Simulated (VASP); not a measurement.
The input files of a VASP run:

POSCAR:
```
FePt
1.0
  2.5669130748   0.0000000000   0.0000000000
  0.0000000000   2.5669130748   0.0000000000
  0.0000000000   0.0000000000   3.5358194492
Fe Pt
1 1
Direct
  1.0000000000   1.0000000000   0.0000000000
  0.5000000000   0.5000000000   0.5000000000
```

### INCAR
```
SYSTEM = FePt
PREC = Accurate
ENCUT = 500
EDIFF = 1E-6
NELM = 100
ALGO = Normal
LREAL = .FALSE.
LASPH = .TRUE.
ISMEAR = 1
SIGMA = 0.1
GGA = PS
LMAXMIX = 6
ISPIN = 2
MAGMOM = 2.9 0.3
LORBIT = 10
LWAVE = .FALSE.
LCHARG = .FALSE.
IBRION = 2
ISIF = 3
NSW = 40
EDIFFG = -0.02
PSTRESS = 450
```

File KPOINTS:
```
Automatic mesh
0
Gamma
14 14 10
0 0 0
```

POTCAR, in this order: Fe Pt (PBE.64 set). Program: vasp_std.

Q: Write an equivalent input for Quantum ESPRESSO's pw.x.

A: One equivalent input (not run):
```
&CONTROL
  calculation = 'vc-relax'
  pseudo_dir = './pseudo'
  outdir = './out'
  tprnfor = .true.
  tstress = .true.
  nstep = 40
  forc_conv_thr = 0.00078
/
&SYSTEM
  ibrav = 0
  nat = 2
  ntyp = 2
  ecutwfc = 90
  occupations = 'smearing'
  smearing = 'methfessel-paxton'
  degauss = 0.00735
  input_dft = 'pbesol'
  nspin = 2
  starting_magnetization(1) = 0.29
  starting_magnetization(2) = 0.03
/
&ELECTRONS
  conv_thr = 7.3e-08
  electron_maxstep = 100
/
&IONS
/
&CELL
  press = 450
/
ATOMIC_SPECIES
  Fe 55.845 Fe.upf
  Pt 195.084 Pt.upf
CELL_PARAMETERS angstrom
     2.5669131    0.0000000    0.0000000
     0.0000000    2.5669131    0.0000000
    -0.0000000    0.0000000    3.5358194
ATOMIC_POSITIONS crystal
  Fe   1.0000000  1.0000000  0.0000000
  Pt   0.5000000  0.5000000  0.5000000
K_POINTS automatic
  14 14 10 0 0 0
```
Limits of the translation: the potentials are each code's own (VASP's PAW set, PseudoDojo norm-conserving files in pw.x), so ENCUT and ecutwfc are chosen apart and not converted; conv_thr bounds pw.x's estimated SCF error, while EDIFF bounds the energy change between steps; starting_magnetization is a fraction of the valence charge and MAGMOM a moment in μB, so they match only roughly; forc_conv_thr acts on force components and is met together with etot_conv_thr.

The compound is FePt in the L1_0 structure. It was relaxed first under an external pressure of 45 GPa.
